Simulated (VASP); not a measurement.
The system is In2Te2O.

```
In Te O
1.0
     2.00000    1.15470    8.86667
    -2.00000    1.15470    8.86667
     0.00000   -2.30940    8.86667
In Te O
2 2 1
Cartesian
  0.0000 0.0000 9.8420
  0.0000 0.0000 16.7580
  0.0000 0.0000 6.1978
  0.0000 0.0000 20.4022
  0.0000 0.0000 0.0000
```

The cell was built by a generator and needn't be a form met in nature.

- Program: VASP 6.6.1
- Task: relaxation of cell and atoms
- Functional: PBE
- Potentials or basis: VASP PAW PBE potentials, release 64 (In_d, Te, O)
- Cutoff: 520 eV
- k mesh: 4 × 4 × 4
- Occupations: gaussian, width 0.15 eV
- Spin: no spin polarisation

At the start: pressure 5.5 GPa; volume 24.57 Å³/atom.

Problem. How do energy, volume and symmetry change on relaxing?

Solution. Over 9 steps the energy falls by 131.6 meV/atom and the volume is 26.68 Å³/atom (+8.6 %); space group R-3m (No. 166, to 0.05 Å).

The path:
```csv
step,energy change (eV),largest force (eV/Å),pressure (GPa),volume (Å³)
1,0.0000,1.2426,5.48,122.86
2,-0.2827,0.9430,-0.67,138.39
3,-0.2686,0.8698,-2.83,140.23
4,-0.2788,0.9651,-2.36,138.94
5,-0.4708,0.4113,-2.28,139.95
6,-0.5591,0.1901,-1.95,140.79
7,-0.6255,0.4286,1.35,132.47
8,-0.6264,0.3759,0.70,133.64
9,-0.6579,0.0729,0.05,133.39
```

Final structure:
```xyz
5
Lattice="1.9549 1.1287 10.0757 -1.9549 1.1287 10.0757 0.0000 -2.2573 10.0757" Properties=species:S:1:pos:R:3 pbc="T T T"
In    0.0000    0.0000   11.3896
In    0.0000    0.0000   18.8375
Te    0.0000    0.0000    6.9825
Te    0.0000    0.0000   23.2446
O     0.0000    0.0000    0.0000
```

Caveat: the k mesh is coarse (spacing up to 0.46 Å⁻¹), so the values aren't converged.
